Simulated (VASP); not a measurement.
Consider the following.

```
BN
1.0
    1.27124    -2.20185     0.00000
    1.27124     2.20185     0.00000
    0.00000     0.00000     4.20451
B N
2 2
Cartesian
  1.27124  -0.73395   2.10315
  1.27124   0.73395   0.00090
  1.27124  -0.73395   3.67805
  1.27124   0.73395   1.57579
```

Computed with PBE GGA with D4 dispersion, VASP's PBE PAW potentials (set 64) (plane waves; VASP 6.6.1). Numerical set-up: 520 eV cut-off, Gaussian smearing of 0.050 eV, potentials B N.

Question: What does the run give for the band gap (along the path) with the smallest direct gap where there is one?

Answer: 
```yaml
band gap (along the path): 5.19 eV
smallest direct gap (along the path): 8.30 eV
```

The compound is BN in the wurtzite structure, a metastable high-pressure form. It was relaxed first.
